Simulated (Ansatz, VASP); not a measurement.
# Cross-check of Nb2NO2 between VASP and Ansatz, part 2 of 2

One calculation is typed for both programs; each brings its own data sets. How far apart do they land? The structure shown is the start of the Ansatz relaxation below; VASP solves that cell, so the two are compared at the walk's first step.

VASP 6.6.1 and Ansatz 0.2.0.

So far: The starting structure; Ansatz: relaxation, PBEsol.

## (3) VASP: single point, PBEsol, start cell

Level of this step: PBEsol; plane waves and PAW (N, Nb_sv, O) (VASP).

The same cell, functional, mesh and smearing now go to VASP, with its own data sets.

Lines of VASP's logs that name or quote its potential files are left out, and so is its time.

File INCAR:

```
SYSTEM = Nb2NO2
PREC = Accurate
ENCUT = 520
EDIFF = 1E-06
NELM = 120
ISMEAR = 1
SIGMA = 0.2
LREAL = .FALSE.
ALGO = Normal
GGA = PS
NBANDS = 53
LASPH = .TRUE.
LORBIT = 11
LWAVE = .FALSE.
LCHARG = .FALSE.
ISIF = 2
LDIPOL = .TRUE.
IDIPOL = 3
DIPOL = 0.5 0.5 0.307
LVHAR = .TRUE.
GGA_COMPAT = .FALSE.
NELMDL = -8
KPAR = 2
```

File POSCAR:

```
Nb2NO2
1.0
    3.0996800000      0.0000000000      0.0000000000
    0.0000000000      5.3688030000      0.0000000000
    0.0000000000      0.0000000000     32.6000000000
N Nb O
2 4 4
Direct
    0.5000000000      0.5147916584      0.3070449693
    0.0000000000      0.9852082485      0.3064519632
    0.0000000000      0.3263354979      0.3415836196
    0.5000000000      0.8403310757      0.3451644479
    0.5000000000      0.1736645953      0.2719133129
    0.0000000000      0.6596686449      0.2683324847
    0.5000000000      0.1640807085      0.3767597239
    0.0000000000      0.6692525317      0.3755555521
    0.0000000000      0.3359191984      0.2367372086
    0.5000000000      0.8307473752      0.2379413804
```

File KPOINTS:

```
Automatic mesh
0
Gamma
12 8 1
0 0 0
```

The projector-augmented-wave data sets are N, Nb_sv and O (PBE family, release 64).

Run with:

```sh
> mpirun -np 2 vasp_std
```

Numbers of over 12 decimals in the logs are rounded to 6 here.

Log:

```text
[banner, memory and clock lines left out]
running    2 mpi-ranks, on    1 nodes
 distrk:  each k-point on    1 cores,    2 groups
 distr:  one band on    1 cores,    1 groups

 POSCAR found type information on POSCAR N NbO
 POSCAR found :  3 types and      10 ions
|                                                                             |
|               ----> ADVICE to this user running VASP <----                  |
|                                                                             |
|     You enforced a specific xc type in the INCAR file but a different       |
|     [... a line on the potential file left out ...]
|     I HOPE YOU KNOW WHAT YOU ARE DOING!                                     |
|                                                                             |

 LDA part: xc-table for (Slater+PW92), standard interpolation
 POSCAR, INCAR and KPOINTS ok, starting setup
 FFT: planning ... GRIDC
 FFT: planning ... GRID_SOFT
 FFT: planning ... GRID
 WAVECAR not read
 entering main loop
       N       E                     dE             d eps       ncg     rms          rms(c)
DAV:   1     0.916646707181E+03    0.91665E+03   -0.43763E+04  4758   0.135E+03
DAV:   2     0.110136709909E+02   -0.90563E+03   -0.88811E+03  5286   0.458E+02
DAV:   3    -0.109157024452E+03   -0.12017E+03   -0.11918E+03  5092   0.146E+02
DAV:   4    -0.117541885597E+03   -0.83849E+01   -0.83363E+01  6540   0.490E+01
DAV:   5    -0.117991271165E+03   -0.44939E+00   -0.44824E+00  6100   0.697E+00
DAV:   6    -0.118010311672E+03   -0.19041E-01   -0.19002E-01  6716   0.168E+00
DAV:   7    -0.118010860419E+03   -0.54875E-03   -0.54742E-03  5540   0.259E-01
DAV:   8    -0.118010914143E+03   -0.53723E-04   -0.53655E-04  6268   0.740E-02    0.282E+01
DAV:   9    -0.102026612556E+03    0.15984E+02   -0.10241E+02  5388   0.493E+01    0.110E+01
DAV:  10    -0.101472631592E+03    0.55398E+00   -0.95961E+00  5916   0.165E+01    0.579E+00
DAV:  11    -0.101521947881E+03   -0.49316E-01   -0.20489E+00  6116   0.829E+00    0.281E+00
DAV:  12    -0.101465223162E+03    0.56725E-01   -0.18349E+00  5772   0.644E+00    0.169E+00
DAV:  13    -0.101399309010E+03    0.65914E-01   -0.49803E-01  5804   0.445E+00    0.594E-01
DAV:  14    -0.101395980827E+03    0.33282E-02   -0.34574E-02  5308   0.123E+00    0.239E-01
[...]
DAV:  23    -0.101396526927E+03   -0.59072E-04   -0.42217E-06  3548   0.611E-03    0.213E-03
DAV:  24    -0.101396592627E+03   -0.65701E-04   -0.13269E-06  2900   0.404E-03    0.884E-04
DAV:  25    -0.101396623633E+03   -0.31006E-04   -0.10338E-06  2924   0.326E-03    0.775E-04
DAV:  26    -0.101396630710E+03   -0.70772E-05   -0.22158E-07  2380   0.266E-03    0.343E-04
DAV:  27    -0.101396637465E+03   -0.67546E-05   -0.43201E-07  2700   0.205E-03    0.294E-04
DAV:  28    -0.101396639525E+03   -0.20597E-05   -0.11652E-07  2380   0.203E-03    0.146E-04
DAV:  29    -0.101396640948E+03   -0.14235E-05   -0.10101E-07  2370   0.126E-03    0.118E-04
DAV:  30    -0.101396641643E+03   -0.69458E-06   -0.61696E-08  2360   0.137E-03
   1 F= -.10139664E+03 E0= -.10139566E+03  d E =-.295037E-02
```

From OUTCAR (step 3):

```text
ion  position               nearest neighbor table
   1  0.500  0.515  0.307-   4 2.14   6 2.14   6 2.14   5 2.16   3 2.17   3 2.17
   2  0.000  0.985  0.306-   6 2.14   4 2.14   4 2.14   3 2.16   5 2.17   5 2.17
   3  0.000  0.326  0.342-   7 2.12   7 2.12   8 2.15   2 2.16   1 2.17   1 2.17   5 2.87   5 2.87
                             6 2.98   4 3.04   4 3.04
   4  0.500  0.840  0.345-   7 2.02   8 2.06   8 2.06   1 2.14   2 2.14   2 2.14   5 2.98   3 3.04
                             3 3.04
   5  0.500  0.174  0.272-   9 2.12   9 2.12  10 2.15   1 2.16   2 2.17   2 2.17   3 2.87   3 2.87
                             4 2.98   6 3.04   6 3.04
   6  0.000  0.660  0.268-   9 2.02  10 2.06  10 2.06   2 2.14   1 2.14   1 2.14   3 2.98   5 3.04
                             5 3.04
   7  0.500  0.164  0.377-   4 2.02   3 2.12   3 2.12
   8  0.000  0.669  0.376-   4 2.06   4 2.06   3 2.15
   9  0.000  0.336  0.237-   6 2.02   5 2.12   5 2.12
  10  0.500  0.831  0.238-   6 2.06   6 2.06   5 2.15

  LATTYP: Found a simple orthorhombic cell.
 ALAT       =     3.0996800000
 B/A-ratio  =     1.7320507278
 C/A-ratio  =    10.5172146802

 Subroutine GETGRP returns: Found  4 space group operations
 (whereof  2 operations were pure point group operations)

The static configuration has the point symmetry C_1h.
 The point group associated with its full space group is C_2h.

 Found     35 irreducible k-points:

   k-points           NKPTS =     35   k-points in BZ     NKDIM =     35   number of bands    NBANDS=     53

   dimension x,y,z NGX =    24 NGY =   40 NGZ =  250
   dimension x,y,z NGXF=    48 NGYF=   80 NGZF=  500

   ENCUT  =  520.0 eV  38.22 Ry    6.18 a.u.   5.76  9.98 60.61*2*pi/ulx,y,z

   NELECT =      86.0000    total number of electrons

 k-points in reciprocal lattice and weights: Automatic mesh
   0.00000000  0.00000000  0.00000000       0.010
   0.08333333  0.00000000  0.00000000       0.021
   0.16666667  0.00000000  0.00000000       0.021
   0.25000000  0.00000000  0.00000000       0.021
   0.33333333  0.00000000  0.00000000       0.021
   0.41666667  0.00000000  0.00000000       0.021
   0.50000000  0.00000000  0.00000000       0.010
   0.00000000  0.12500000  0.00000000       0.021
   0.08333333  0.12500000  0.00000000       0.042
[...]
0.41666667  0.50000000  0.00000000       0.021
   0.50000000  0.50000000  0.00000000       0.010

 dipolmoment           0.000000      0.000000      0.000003 electrons x Angstroem

 average (electrostatic) potential at core
       1 -72.7139       2 -72.7138       3 -91.9569       4 -92.5669       5 -91.9569
       6 -92.5669       7 -78.6015       8 -78.5385       9 -78.6015      10 -78.5384

 E-fermi :  -2.3619

 k-point     1 :       0.0000    0.0000    0.0000
  band No.  band energies     occupation
    ...
     40      -5.8120      2.00000
     41      -4.3541      2.00000
     42      -3.6403      2.00000
     43      -3.6164      2.00000
     44      -2.5594      2.04762
     45      -1.4108     -0.00000
     46      -1.3889     -0.00000
     47      -1.3812     -0.00000
     48      -0.7894     -0.00000
     49      -0.5779     -0.00000
    ...

 k-point     2 :       0.0833    0.0000    0.0000
  band No.  band energies     occupation
    ...
     40      -5.8915      2.00000
     41      -4.1614      2.00000
     42      -3.4678      2.00000
     43      -3.4666      2.00000
     44      -2.6306      2.06723
     45      -1.3816     -0.00000
     46      -1.3342     -0.00000
     47      -1.2566     -0.00000
     48      -1.0154     -0.00000
     49      -0.6546     -0.00000
    ...

 k-point     3 :       0.1667    0.0000    0.0000
  band No.  band energies     occupation
    ...
     40      -5.7104      2.00000
     41      -3.7196      2.00000
     42      -3.4659      2.00000
     43      -3.1946      2.00000
     44      -2.3469      0.87413
     45      -1.5062     -0.00000
     46      -1.4318     -0.00000
     47      -1.1621     -0.00000
     48      -1.0125     -0.00000
     49      -0.6453     -0.00000
    ...

  Total       -0.5713530      0.5589212      0.0046126      0.0000000      0.6829354      0.0000000
  in kB       -1.6873421      1.6506280      0.0136222      0.0000000      2.0168718      0.0000000
  external PRESSURE =      -0.0076973 kB  Pullay stress =       0.0000000 kB

  energy-cutoff  :      520.00
  volume of cell :      542.52
      direct lattice vectors                 reciprocal lattice vectors
     3.099680000  0.000000000  0.000000000     0.322613947  0.000000000  0.000000000
     0.000000000  5.368803000  0.000000000     0.000000000  0.186261258  0.000000000
     0.000000000  0.000000000 32.600000000     0.000000000  0.000000000  0.030674847

 POSITION                                       TOTAL-FORCE (eV/Angst)
 -----------------------------------------------------------------------------------
      1.54984      2.76381     10.00967         0.000000     -0.041394      0.009617
      0.00000      5.28939      9.99033         0.000000      0.041394     -0.009617
      0.00000      1.75203     11.13563         0.000000      0.229257      0.001481
      1.54984      4.51157     11.25236         0.000000      0.279852      0.266846
      1.54984      0.93237      8.86437         0.000000     -0.229257     -0.001481
      0.00000      3.54163      8.74764         0.000000     -0.279852     -0.266846
      1.54984      0.88092     12.28237         0.000000     -0.055812     -0.074093
      0.00000      3.59308     12.24311         0.000000     -0.062536     -0.033710
      0.00000      1.80348      7.71763         0.000000      0.055812      0.074093
      1.54984      4.46012      7.75689         0.000000      0.062536      0.033710
 -----------------------------------------------------------------------------------
    total drift:                                0.000000     -0.000007      0.000094

  FREE ENERGIE OF THE ION-ELECTRON SYSTEM (eV)
  ---------------------------------------------------
  free  energy   TOTEN  =      -101.3966416427 eV

  energy  without entropy=     -101.3936912755  energy(sigma->0) =     -101.39565819

 vacuum level on the upper side and lower side of the slab         3.244         3.244

 total charge
# of ion       s       p       d       tot
------------------------------------------
    1        1.245   2.535   0.000   3.780
    2        1.245   2.535   0.000   3.780
    3        2.159   6.069   2.407  10.635
    4        2.176   6.097   2.296  10.569
    5        2.159   6.069   2.407  10.635
    6        2.176   6.097   2.296  10.569
    7        1.569   3.430   0.000   4.999
    8        1.566   3.441   0.000   5.007
    9        1.569   3.430   0.000   4.999
   10        1.566   3.441   0.000   5.007
--------------------------------------------------
tot         17.430  43.144   9.405  69.980

[... 3 further parts left out ...]
```

The run ends at a pressure of 0.00 GPa, with forces up to 0.39 eV/Å.

## (4) Differences

Known differences besides the potentials themselves: Ansatz cuts the interaction across the vacuum, VASP repeats the sheet with a dipole correction; the cutoff is 420 eV in Ansatz and 520 eV in VASP; Ansatz makes its cores anew for this functional, VASP keeps those of its PBE data sets. Total energies have different zeros and are not compared.

Forces (eV/Å; atoms numbered as in POSCAR):

| atom | Ansatz x, y, z | VASP x, y, z |
| --- | --- | --- |
| N1 | 0.000, -0.037, 0.009 | 0.000, -0.041, 0.010 |
| N2 | 0.000, 0.037, -0.009 | 0.000, 0.041, -0.010 |
| Nb3 | 0.000, 0.223, -0.003 | 0.000, 0.229, 0.001 |
| Nb4 | 0.000, 0.286, 0.269 | 0.000, 0.280, 0.267 |
| Nb5 | 0.000, -0.223, 0.003 | 0.000, -0.229, -0.001 |
| Nb6 | 0.000, -0.286, -0.269 | 0.000, -0.280, -0.267 |
| O7 | 0.000, -0.055, -0.060 | 0.000, -0.056, -0.074 |
| O8 | 0.000, -0.064, -0.017 | 0.000, -0.063, -0.034 |
| O9 | 0.000, 0.055, 0.060 | 0.000, 0.056, 0.074 |
| O10 | 0.000, 0.064, 0.017 | 0.000, 0.063, 0.034 |

The forces differ by 6.3 meV/Å r.m.s., which is 5.3 % of the r.m.s. force of 0.120 eV/Å (both taken over all components). With vacuum in the cell, a pressure given here is an average over mostly empty space and none of the material.

## (5) Summary of results

| Quantity | Value |
| --- | --- |
| r.m.s. force difference (single point, PBEsol, start cell) | 6.3 meV/Å |

**Reading.** The r.m.s. force difference is 6.3 meV/Å (single point, PBEsol, start cell), within the 12 meV/Å picked in this series as the mark of a large difference. 1 further run of this series is not shown here. How closely two codes agree says nothing of how well the functional describes the real material.

[Lines on the potential files, build, host, timing and source positions are cut from VASP's logs without a mark.]

[Logs are printed without paths, hosts, clocks, repeated set-up lines and the standing remarks that a program may print on its own settings, such as how far it seeks lower states.]

[Hosts, paths, dates, database ids (printed as entryN), source tags and the programs' standing remarks are cut or masked in the printed files.]
